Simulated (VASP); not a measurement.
VASP runs on Sc3TlB (space group Pm-3m) share one base input (LDA (Ceperley-Alder, Perdew-Zunger), plane waves, VASP's LDA PAW potentials (set 64)) and change the settings named in each case.

File POSCAR:
```
Sc3TlB
1
    4.4097120000     0.0000000000     0.0000000000
    0.0000000000     4.4097120000     0.0000000000
    0.0000000000     0.0000000000     4.4097120000
Tl Sc B
1 3 1
Direct
  0.0000000000   0.0000000000   0.0000000000
  0.0000000000   0.5000000000   0.5000000000
  0.5000000000   0.0000000000   0.5000000000
  0.5000000000   0.5000000000   0.0000000000
  0.5000000000   0.5000000000   0.5000000000
```

INCAR:
```
LASPH  =  .TRUE.   # aspherical one-centre terms
NELM  =  100
LREAL  =  .FALSE.   # projection in real space or not
PREC  =  Accurate
LCHARG  =  .FALSE.
ENCUT  =  400
ISMEAR  =  0   # Gaussian
SYSTEM  =  Sc3TlB
ISIF  =  2
LWAVE  =  .FALSE.
ALGO  =  Normal   # blocked Davidson
EDIFF  =  1E-6
SIGMA  =  0.1
LMAXMIX  =  4
```

File KPOINTS:
```
Automatic mesh
0
Gamma
5 5 5
0 0 0
```

POTCAR, in this order: Tl_d Sc_sv B (LDA.64 set). Program: vasp_std.

```csv
change,E(σ→0) (eV/atom),pressure (GPa),−TS (eV)
base run,-6.4343,12.11,-0.0252
"GGA = PS, POTCAR Tl_d Sc_sv B (PBE.64 set)",-6.1542,[?],[?]
"GGA_COMPAT = .FALSE., LNONCOLLINEAR = .TRUE., LSORBIT = .TRUE., MAGMOM = 0.0 0.0 0.0 0.0 0.0 0.0 0.0 0.0 0.0 0.0 0.0 0.0 0.0 0.0 0.0, program vasp_ncl",-6.5171,12.04,-0.0281
KPOINTS 7×7×7 Γ-centred mesh,-6.4350,12.33,-0.0227
```

Task: Complete the blanks.

Result: 
- GGA = PS, POTCAR Tl_d Sc_sv B (PBE.64 set), pressure (GPa): 15.79
- GGA = PS, POTCAR Tl_d Sc_sv B (PBE.64 set), −TS (eV): -0.0275

Energies of different potentials or functionals have different zeros.  Unless said otherwise, spin-orbit coupling is left out, though it shifts the bands of the heavy elements here. At 400 eV the pressure can carry a Pulay error.

Left out are runs that ran out of time, are held back, or changed the cell or the kind of run, fixed moments of cells without a moment, rows past the twelfth, gaps on odd meshes, pressures of charged cells and columns that move by less than the noise.

The structure comes from a measured Sc3TlB entry of the Crystallography Open Database, whose conditions weren't checked. The cell was not relaxed at this level, its lattice was scaled by up to 2.5 %.
